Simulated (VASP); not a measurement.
Here is the system:

```xyz
2
Lattice="0.0000 2.8537 2.8537 2.8537 0.0000 2.8537 2.8537 2.8537 0.0000" Properties=species:S:1:pos:R:3 pbc="T T T"
Ga     0.0000     0.0000     0.0000
As     1.4268     1.4268     1.4268
```

Computed with optB86b-vdW, VASP's PBE PAW potentials (set 64) (plane waves; VASP). Run with 520 eV cut-off, 9×9×9 Γ-centred mesh, tetrahedra with Blöchl corrections, potentials Ga_d As.

Task: What does the run give for the energy per atom (σ→0), band gap (on the k-mesh) with the smallest direct gap where there is one?

Result: 
The band gap (on the k-mesh) comes out as 0.23 eV, the smallest direct gap (on the k-mesh) is 0.23 eV and the energy per atom (σ→0) comes out as -1.722 eV/atom.

The compound is GaAs in the zinc blende structure. It was relaxed first.
